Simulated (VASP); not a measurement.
**Bulk modulus against bond length in rock-salt oxides and chalcogenides of divalent metals**

PBEsol in VASP (plane waves, PAW). Static lattice, from a third-order Birch-Murnaghan fit over five volumes at each level. The bond length is the nearest-neighbour distance.

Here d stands for bond length and y for ln of B0 in GPa.

```csv
solid,bond length (Å),ln of B0 in GPa,cut-off (eV)
CaO,2.389,4.745,520
MgS,2.589,4.369,520
MgSe,2.724,4.181,520
BaO,2.768,4.336,520
PbSe,3.052,3.972,520
SrTe,3.308,3.572,520
BaTe,3.485,?,520
```

Using a straight line in ln d, estimate the missing y at d = 3.485 from the other rows, showing the fit.

With u = ln d - 1.03, the rows have u = -0.15913, -0.07873, -0.02790, -0.01187, 0.08580, 0.16634. Means: u -0.0042483, y 4.1958. About the means, the sum of products is -0.22525 and the sum of squares of u is 0.067362; the slope is their ratio. Least squares gives y = 4.1816 - 3.3438·u. Residuals (row less fit): 0.0313, -0.0759, -0.0939, 0.1147, 0.0773, -0.0534; standard error 0.0969 (degrees of freedom: 4). The slope is -3.34 with a standard error of 0.37. So B0 goes as d to the power -3.3 over these rows; such a law is empirical and holds within one kind of bonding. At the withheld row, u = 0.21847, so y = 4.1816 - 3.3438 × 0.21847 = 3.4511. The calculation gives 3.457, 0.0059 above the prediction (0.5 % of the range of y in the table). The row lies outside the fitted rows, so this is an extrapolation. From the scatter of the fitted rows alone, a prediction at this place has a standard error of 0.1336, so the miss is 0.0 times that.

The run's B0 for BaTe is 32 GPa. The rows are a random draw from the solids of this series computed here; series whose standard error about the line passes 12 to 30 % of the range of y, or with no trend, aren't shown in this form.
